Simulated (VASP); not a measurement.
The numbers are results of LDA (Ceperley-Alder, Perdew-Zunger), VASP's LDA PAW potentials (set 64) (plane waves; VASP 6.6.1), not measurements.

A VASP calculation is set up with these files.

### KPOINTS
```
Automatic mesh
0
Gamma
6 6 6
0 0 0
```

### INCAR
```
SYSTEM = BaHfO3
PREC = Accurate; ENCUT = 520; LREAL = F
LASPH = T
EDIFF = 1E-8; NELM = 100; ALGO = Normal
LMAXMIX = 6
ISMEAR = 0; SIGMA = 0.01
IBRION = 8; NSW = 1
LWAVE = F; LCHARG = F
LEPSILON = T
```

POSCAR:
```
BaHfO3
1
    4.1229421261     0.0000000000     0.0000000000
    0.0000000000     4.1229421261     0.0000000000
    0.0000000000     0.0000000000     4.1229421261
Ba Hf O
1 1 3
Direct
  0.0000000000   0.0000000000   0.0000000000
  0.5000000000   0.5000000000   0.5000000000
  0.5000000000   0.0000000000   0.5000000000
  0.0000000000   0.5000000000   0.5000000000
  0.5000000000   0.5000000000   0.0000000000
```

POTCAR, in this order: Ba_sv Hf_pv O (LDA.64 set). Program: vasp_std.

The resulting files:

File OSZICAR:
```
...
RMM:  11    -0.762149691128E+00    0.23392E-05   -0.95152E-07  3358   0.763E-04    0.194E-04
RMM:  12    -0.762152996858E+00   -0.33057E-05    0.62050E-07  3145   0.444E-04    0.103E-04
RMM:  13    -0.762153302652E+00   -0.30579E-06   -0.21108E-07  2592   0.318E-04    0.950E-06
 Linear response DOF=           4
 Linear response progress:
  Degree of freedom:   1/  4
       N       E                     dE             d eps       ncg     rms          rms(c)
RMM:   1    -0.192417188810E+00   -0.19242E+00    0.14260E-01  3734   0.183E+00
RMM:   2    -0.198880656095E+00   -0.64635E-02   -0.30769E-02  3031   0.444E-01    0.129E-01
RMM:   3    -0.199450723567E+00   -0.57007E-03   -0.11736E-03  3117   0.133E-01    0.664E-02
RMM:   4    -0.199679997194E+00   -0.22927E-03   -0.16178E-04  3131   0.667E-02    0.186E-02
RMM:   5    -0.199797790143E+00   -0.11779E-03   -0.19508E-05  3335   0.175E-02    0.524E-03
RMM:   6    -0.199840115961E+00   -0.42326E-04   -0.24322E-06  3388   0.485E-03    0.173E-03
RMM:   7    -0.199851730656E+00   -0.11615E-04   -0.79110E-07  3357   0.180E-03    0.359E-04
RMM:   8    -0.199852865917E+00   -0.11353E-05   -0.60215E-07  3540   0.604E-04    0.166E-04
RMM:   9    -0.199852921836E+00   -0.55919E-07   -0.25423E-07  3510   0.276E-04    0.361E-05
RMM:  10    -0.199852693381E+00    0.22846E-06   -0.49446E-07  3630   0.146E-04    0.183E-05
RMM:  11    -0.199852813795E+00   -0.12041E-06   -0.39668E-07  3606   0.931E-05    0.579E-06
RMM:  12    -0.199852823293E+00   -0.94984E-08   -0.41919E-07  3481   0.733E-05    0.381E-06
RMM:  13    -0.199852814878E+00    0.84154E-08   -0.41525E-07  3329   0.639E-05    0.302E-06
RMM:  14    -0.199852803560E+00    0.11318E-07   -0.35097E-07  2966   0.587E-05    0.187E-06
RMM:  15    -0.199852807947E+00   -0.43872E-08   -0.36849E-07  3135   0.566E-05    0.971E-07
RMM:  16    -0.199852808953E+00   -0.10053E-08   -0.33602E-07  2619   0.549E-05    0.463E-07
RMM:  17    -0.199852808947E+00    0.58592E-11   -0.33821E-07  2563   0.543E-05    0.694E-07
RMM:  18    -0.199852808346E+00    0.60087E-09   -0.32486E-07  2501   0.539E-05    0.298E-07
RMM:  19    -0.199852806604E+00    0.17414E-08   -0.32516E-07  2499   0.536E-05    0.945E-07
RMM:  20    -0.199852807320E+00   -0.71532E-09   -0.31341E-07  2466   0.535E-05    0.642E-07
RMM:  21    -0.199852806884E+00    0.43568E-09   -0.31571E-07  2537   0.534E-05    0.824E-07
RMM:  22    -0.199852807173E+00   -0.28897E-09   -0.30748E-07  2742   0.535E-05    0.717E-07
RMM:  23    -0.199852807200E+00   -0.27453E-10   -0.31390E-07  2487   0.533E-05    0.900E-07
RMM:  24    -0.199852807185E+00    0.15450E-10   -0.30688E-07  2415   0.533E-05    0.730E-07
RMM:  25    -0.199852806831E+00    0.35437E-09   -0.31239E-07  2392   0.532E-05    0.860E-07
 Linear response progress:
  Degree of freedom:   2/  4
       N       E                     dE             d eps       ncg     rms          rms(c)
RMM:   1    -0.237984823038E+00   -0.23798E+00    0.25940E+00  2540   0.799E+00
RMM:   2    -0.236107105971E+00    0.18777E-02   -0.36465E-02  2869   0.962E-01    0.145E+00
RMM:   3    -0.235729096746E+00    0.37801E-03   -0.15893E-03  3144   0.149E-01    0.850E-01
RMM:   4    -0.235082321780E+00    0.64677E-03   -0.20526E-04  3358   0.666E-02    0.202E-01
RMM:   5    -0.234946591114E+00    0.13573E-03   -0.25714E-05  3634   0.182E-02    0.394E-02
RMM:   6    -0.234953351065E+00   -0.67600E-05    0.18452E-06  3400   0.834E-03    0.220E-02
RMM:   7    -0.234952347329E+00    0.10037E-05    0.15208E-05  3743   0.292E-03    0.921E-03
RMM:   8    -0.234949179243E+00    0.31681E-05   -0.23720E-05  3718   0.129E-03    0.116E-03
RMM:   9    -0.234949530414E+00   -0.35117E-06   -0.13233E-05  3808   0.665E-04    0.269E-04
RMM:  10    -0.234949762476E+00   -0.23206E-06   -0.64883E-06  3923   0.351E-04    0.139E-04
RMM:  11    -0.234949607081E+00    0.15540E-06   -0.44155E-06  3695   0.228E-04    0.272E-04
RMM:  12    -0.234949685101E+00   -0.78020E-07   -0.18696E-06  3760   0.155E-04    0.368E-05
RMM:  13    -0.234949683397E+00    0.17039E-08   -0.12339E-06  3681   0.119E-04    0.111E-05
RMM:  14    -0.234949690988E+00   -0.75908E-08   -0.57976E-07  3671   0.953E-05    0.916E-06
RMM:  15    -0.234949705990E+00   -0.15002E-07   -0.46580E-07  3549   0.848E-05    0.568E-06
RMM:  16    -0.234949703380E+00    0.26103E-08   -0.24012E-07  3267   0.776E-05    0.799E-07
RMM:  17    -0.234949706016E+00   -0.26365E-08   -0.19805E-07  2793   0.738E-05    0.176E-06
RMM:  18    -0.234949705632E+00    0.38428E-09   -0.12636E-07  3202   0.721E-05    0.334E-07
RMM:  19    -0.234949706818E+00   -0.11862E-08   -0.15054E-07  2831   0.708E-05    0.328E-07
RMM:  20    -0.234949706580E+00    0.23788E-09   -0.96172E-08  2664   0.702E-05    0.337E-07
 Linear response progress:
  Degree of freedom:   3/  4
       N       E                     dE             d eps       ncg     rms          rms(c)
RMM:   1    -0.368415327791E+00   -0.36842E+00    0.21248E-01  5434   0.290E+00
RMM:   2    -0.359963618796E+00    0.84517E-02   -0.14385E-02  4788   0.442E-01    0.354E-01
RMM:   3    -0.361314236056E+00   -0.13506E-02   -0.19966E-03  4667   0.162E-01    0.201E-01
RMM:   4    -0.362851268976E+00   -0.15370E-02   -0.82736E-04  4604   0.128E-01    0.291E-02
RMM:   5    -0.362798001453E+00    0.53268E-04   -0.12931E-04  5354   0.326E-02    0.747E-03
RMM:   6    -0.362777352137E+00    0.20649E-04   -0.10988E-05  5595   0.842E-03    0.390E-03
RMM:   7    -0.362770867327E+00    0.64848E-05   -0.14142E-06  5233   0.409E-03    0.132E-03
RMM:   8    -0.362761727008E+00    0.91403E-05   -0.39916E-06  5455   0.156E-03    0.605E-04
RMM:   9    -0.362766375583E+00   -0.46486E-05   -0.10810E-07  5572   0.642E-04    0.127E-04
RMM:  10    -0.362765934832E+00    0.44075E-06    0.67432E-07  5959   0.259E-04    0.394E-05
RMM:  11    -0.362765711971E+00    0.22286E-06   -0.70263E-07  5876   0.135E-04    0.147E-05
RMM:  12    -0.362765735387E+00   -0.23416E-07    0.18763E-07  6051   0.917E-05    0.504E-06
RMM:  13    -0.362765749896E+00   -0.14509E-07   -0.11731E-07  5729   0.758E-05    0.342E-06
RMM:  14    -0.362765741910E+00    0.79859E-08    0.58793E-08  5123   0.697E-05    0.174E-06
 Linear response progress:
  Degree of freedom:   4/  4
       N       E                     dE             d eps       ncg     rms          rms(c)
RMM:   1    -0.373844830959E+00   -0.37384E+00    0.33311E-01  3533   0.311E+00
RMM:   2    -0.367185007408E+00    0.66598E-02   -0.30080E-02  2999   0.533E-01    0.155E+00
RMM:   3    -0.368683479969E+00   -0.14985E-02   -0.23549E-03  2786   0.225E-01    0.822E-01
RMM:   4    -0.370575198154E+00   -0.18917E-02   -0.10660E-03  2793   0.159E-01    0.118E-01
RMM:   5    -0.370693345960E+00   -0.11815E-03   -0.79804E-05  3100   0.358E-02    0.454E-02
RMM:   6    -0.370606274447E+00    0.87072E-04   -0.11584E-05  3075   0.144E-02    0.222E-02
RMM:   7    -0.370577494490E+00    0.28780E-04   -0.14007E-06  3134   0.528E-03    0.895E-03
RMM:   8    -0.370569886599E+00    0.76079E-05   -0.44840E-06  3279   0.163E-03    0.522E-03
RMM:   9    -0.370570948598E+00   -0.10620E-05    0.40404E-07  3388   0.658E-04    0.133E-03
RMM:  10    -0.370569650709E+00    0.12979E-05   -0.13741E-06  3344   0.292E-04    0.190E-04
RMM:  11    -0.370569651354E+00   -0.64497E-09    0.21589E-07  3654   0.118E-04    0.480E-05
RMM:  12    -0.370569617581E+00    0.33773E-07   -0.27834E-07  3598   0.800E-05    0.955E-06
RMM:  13    -0.370569635824E+00   -0.18243E-07    0.15176E-07  3538   0.650E-05    0.306E-06
RMM:  14    -0.370569640960E+00   -0.51366E-08   -0.37894E-08  3332   0.605E-05    0.221E-06
 Linear response finished
```

OUTCAR:
```
------------------------ aborting loop because EDIFF is reached ----------------------------------------

 HEAD OF MICROSCOPIC STATIC DIELECTRIC TENSOR (INDEPENDENT PARTICLE, excluding Hartree and local field effects)
 ------------------------------------------------------
           4.952633    -0.000000     0.000000
           0.000000     4.952633     0.000000
          -0.000000    -0.000000     4.952633
 ------------------------------------------------------

 MACROSCOPIC STATIC DIELECTRIC TENSOR (including local field effects in DFT)
 ------------------------------------------------------
           4.747661    -0.000000    -0.000000
          -0.000000     4.747661    -0.000000
           0.000000     0.000000     4.747661
 ------------------------------------------------------

 PIEZOELECTRIC TENSOR (including local field effects)  for field in x, y, z        (e  Angst)
          XX          YY          ZZ          XY          YZ          ZX
  --------------------------------------------------------------------------------
  x     0.00000     0.00000     0.00000     0.00000     0.00000     0.00000
  y     0.00000     0.00000     0.00000     0.00000     0.00000     0.00000
  z     0.00000     0.00000     0.00000     0.00000     0.00000     0.00000

 PIEZOELECTRIC TENSOR (including local field effects)  for field in x, y, z        (C/m^2)
          XX          YY          ZZ          XY          YZ          ZX
  --------------------------------------------------------------------------------
  x     0.00000     0.00000     0.00000     0.00000     0.00000     0.00000
  y     0.00000     0.00000     0.00000     0.00000     0.00000     0.00000
  z     0.00000     0.00000     0.00000     0.00000     0.00000     0.00000

 BORN EFFECTIVE CHARGES (including local field effects) (in |e|, cummulative output)
 ---------------------------------------------------------------------------------
 ion    1
    1     2.74903     0.00000    -0.00000
    2    -0.00000     2.74903    -0.00000
    3    -0.00000    -0.00000     2.74903
 ion    2
    1     5.86288     0.00000     0.00000
    2     0.00000     5.86288    -0.00000
    3    -0.00000    -0.00000     5.86288
 ion    3
    1    -2.02886    -0.00000     0.00000
    2     0.00000    -4.55420    -0.00000
    3     0.00000     0.00000    -2.02886
 ion    4
    1    -4.55420     0.00000    -0.00000
    2    -0.00000    -2.02886    -0.00000
    3     0.00000     0.00000    -2.02886
 ion    5
    1    -2.02886     0.00000    -0.00000
    2     0.00000    -2.02886     0.00000
    3    -0.00000    -0.00000    -4.55420

   1 f  =   16.263190 THz   102.184634 2PiTHz  542.481615 cm-1    67.259118 meV
             X         Y         Z           dx          dy          dz
      0.000000  0.000000  0.000000     0.001264    0.022560   -0.000000
      2.061471  2.061471  2.061471     0.006243    0.111431   -0.000000
      2.061471  0.000000  2.061471     0.013735   -0.929367   -0.000000
      0.000000  2.061471  2.061471    -0.052065    0.245177   -0.000000
      2.061471  2.061471  0.000000     0.013735    0.245177   -0.000000

   2 f  =   16.263190 THz   102.184634 2PiTHz  542.481615 cm-1    67.259118 meV
             X         Y         Z           dx          dy          dz
      0.000000  0.000000  0.000000    -0.022560    0.001264    0.000000
      2.061471  2.061471  2.061471    -0.111431    0.006243   -0.000000
      2.061471  0.000000  2.061471    -0.245177   -0.052065    0.000000
      0.000000  2.061471  2.061471     0.929367    0.013735   -0.000000
      2.061471  2.061471  0.000000    -0.245177    0.013735    0.000000

   3 f  =   16.263190 THz   102.184634 2PiTHz  542.481615 cm-1    67.259118 meV
             X         Y         Z           dx          dy          dz
      0.000000  0.000000  0.000000     0.000000    0.000000   -0.022595
      2.061471  2.061471  2.061471     0.000000    0.000000   -0.111606
      2.061471  0.000000  2.061471     0.000000   -0.000000   -0.245561
      0.000000  2.061471  2.061471    -0.000000    0.000000   -0.245561
      2.061471  2.061471  0.000000     0.000000    0.000000    0.930824

   4 f  =    6.294564 THz    39.549912 2PiTHz  209.964055 cm-1    26.032213 meV
             X         Y         Z           dx          dy          dz
      0.000000  0.000000  0.000000    -0.000000   -0.000000    0.000000
      2.061471  2.061471  2.061471     0.000000    0.000000   -0.000000
      2.061471  0.000000  2.061471     0.153593   -0.000000   -0.640035
      0.000000  2.061471  2.061471     0.000000   -0.258389    0.640035
      2.061471  2.061471  0.000000    -0.153593    0.258389   -0.000000

   5 f  =    6.294564 THz    39.549912 2PiTHz  209.964055 cm-1    26.032213 meV
             X         Y         Z           dx          dy          dz
      0.000000  0.000000  0.000000    -0.000000   -0.000000   -0.000000
      2.061471  2.061471  2.061471    -0.000000    0.000000   -0.000000
      2.061471  0.000000  2.061471     0.518378   -0.000000    0.281745
      0.000000  2.061471  2.061471     0.000000   -0.389749   -0.281745
      2.061471  2.061471  0.000000    -0.518378    0.389749   -0.000000

   6 f  =    6.294564 THz    39.549912 2PiTHz  209.964055 cm-1    26.032213 meV
             X         Y         Z           dx          dy          dz
      0.000000  0.000000  0.000000    -0.000000   -0.000000   -0.000000
      2.061471  2.061471  2.061471     0.000000    0.000000    0.000000
      2.061471  0.000000  2.061471    -0.455734   -0.000000    0.104765
      0.000000  2.061471  2.061471    -0.000000   -0.530406   -0.104765
      2.061471  2.061471  0.000000     0.455734    0.530406   -0.000000

   7 f  =    5.924349 THz    37.223780 2PiTHz  197.615000 cm-1    24.501126 meV
             X         Y         Z           dx          dy          dz
      0.000000  0.000000  0.000000     0.045733    0.104724    0.012645
      2.061471  2.061471  2.061471    -0.205581   -0.470765   -0.056844
      2.061471  0.000000  2.061471     0.228530    0.222209    0.063189
      0.000000  2.061471  2.061471     0.097038    0.523315    0.063189
      2.061471  2.061471  0.000000     0.228530    0.523315    0.026831

   8 f  =    5.924349 THz    37.223780 2PiTHz  197.615000 cm-1    24.501126 meV
...
```
(Selected blocks of OUTCAR.)

The compound is BaHfO3 in the cubic perovskite structure. It was relaxed first.
